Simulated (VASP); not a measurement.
Input:

```
CELL_PARAMETERS angstrom
      0.00000     1.75025     1.75025
      1.75025     0.00000     1.75025
      1.75025     1.75025     0.00000
ATOMIC_POSITIONS crystal
  C  0.00000 0.00000 0.00000
  C  0.25000 0.25000 0.25000
```

Level of theory: PBE GGA, VASP's PBE PAW potentials (set 64) (plane waves; VASP). Settings: 520 eV cut-off, 13×13×13 Γ-centred mesh, Gaussian smearing of 0.050 eV, potentials C.

Problem. What does the run give for the energy per atom (σ→0), pressure?

Solution. 
energy per atom (σ→0): -9.062 eV/atom
pressure: 30.10 GPa

The absolute energy has meaning only against runs of the same code, potentials and settings.

The compound is C in the diamond structure. This cell is one point of a volume scan, at 0.94 of the reference volume.
